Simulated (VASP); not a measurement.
# Te₃As₂ (relaxed from the corundum structure, space group R-3c): computed properties

Computed with PBEsol GGA, VASP's PBE PAW potentials (set 64) (plane waves; VASP).

```
Quantity                                                                                 Value
----------------------------------  ----------------------------------------------------------
space group                                                                         R-3c (167)
cell                                a = b = 7.157 Å, c = 19.734 Å, α = β = 90.00°, γ = 120.00°
volume per atom                                                                  29.18 Å³/atom
band gap (over mesh and band path)                    none (metal, semimetal or under 0.01 eV)
density                                                                             6.06 g/cm³
```

```
CELL_PARAMETERS angstrom
      3.57860     2.06610     6.57809
     -3.57860     2.06610     6.57809
      0.00000    -4.13221     6.57809
ATOMIC_POSITIONS crystal
  As 0.34154 0.34154 0.34154
  As 0.15846 0.15846 0.15846
  As 0.65846 0.65846 0.65846
  As 0.84154 0.84154 0.84154
  Te 0.55942 0.94058 0.25000
  Te 0.25000 0.55942 0.94058
  Te 0.94058 0.25000 0.55942
  Te 0.44058 0.05942 0.75000
  Te 0.75000 0.44058 0.05942
  Te 0.05942 0.75000 0.44058
```

Unless said otherwise, spin-orbit coupling is left out, though it shifts the bands of the heavy elements here.

The structure was generated: Te3As2 was put into the corundum type (R-3c), which need not be its known phase. It was relaxed first, which changed the volume by -7 %. Symmetry was kept, so distortions that lower it aren't found.
